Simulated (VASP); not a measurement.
Runs of VASP 6.6.1 on SiF. It takes space group Pm-3m (No. 221, cubic). The conventional cell has a = 3.029 Å, b = 3.029 Å, c = 3.029 Å, α = 90.00°, β = 90.00°, γ = 90.00°. Si (site symmetry m-3m) has 8 F at 2.62 Å as nearest neighbours. Around F (site symmetry m-3m) lie 8 Si at 2.62 Å. The cell was built by a generator and needn't be a form met in nature.

```csv
level,potentials or basis,gap on the mesh (eV),pressure (GPa),relaxed volume (Å³/atom)
rev-vdW-DF2,"VASP PAW PBE potentials, release 64 (Si, F)",none,-0.1,13.84
AM05,"VASP PAW PBE potentials, release 64 (Si, F)",none,-0.1,13.21
vdW-DF-cx,"VASP PAW PBE potentials, release 64 (Si, F)",none,-0.1,(a)
RPBE,"VASP PAW PBE potentials, release 64 (Si, F)",none,0.0,14.34
BLYP,"VASP PAW PBE potentials, release 64 (Si, F)",none,0.0,15.08
revPBE,"VASP PAW PBE potentials, release 64 (Si, F)",none,0.0,(b)
PW91,"VASP PAW PBE potentials, release 64 (Si, F)",none,0.0,13.91
LDA,"VASP PAW LDA potentials, release 64 (Si, F)",none,-0.1,12.87
PBEsol,"VASP PAW PBE potentials, release 64 (Si, F)",none,-0.1,13.24
optB88-vdW,"VASP PAW PBE potentials, release 64 (Si, F)",none,0.0,14.13
```

Alike in all rows: task relaxation of cell and atoms; no spin polarisation; cell relaxed; k mesh 9 × 9 × 9; cutoff (eV) 600; smearing fermi-dirac 0.05 eV.

Fill in the values left out.

(a) 13.56; (b) 14.21.

Caveats: an odd number of electrons without spin polarisation forces a metal; a magnetic or distorted state may lie lower; the PAW data sets were made with another functional, which shifts forces and pressure a little (some runs).

A gap of «none» marks a metal or a gap under the smearing width.

Runs at the PBE level aren't shown here.
